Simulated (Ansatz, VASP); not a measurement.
**One calculation of ScF3, two programs**

```
Sc F
1.0
     3.98552    0.00000    0.00000
     0.00000    3.98552    0.00000
     0.00000    0.00000    3.98552
Sc F
1 3
Direct
  0.00000 0.00000 0.00000
  0.50000 0.00000 0.00000
  0.00000 0.50000 0.00000
  0.00000 0.00000 0.50000
```

Change from the starting cell: volume scaled by 0.98.

Alike in both runs: task single point; functional LDA; k mesh 6 × 6 × 6; occupations fermi-dirac, width 0.02 eV; no spin polarisation.

|  | VASP | Ansatz |
| --- | --- | --- |
| version | VASP 6.6.1 | Ansatz 0.2.0 |
| potentials or method | VASP PAW LDA potentials, release 64 (Sc_sv, F), cutoff 520 eV | all-electron LAPW, scalar-relativistic |

```tsv
	VASP	Ansatz	Ansatz less VASP
gap on the k mesh at the Fermi level (eV)	6.29	6.31	+0.026
pressure (GPa)	-0.3	-0.9	-0.68
```

Ansatz ran all-electron here, so the differences hold the error of VASP's frozen core and of both bases.

A k mesh can miss the band edges.
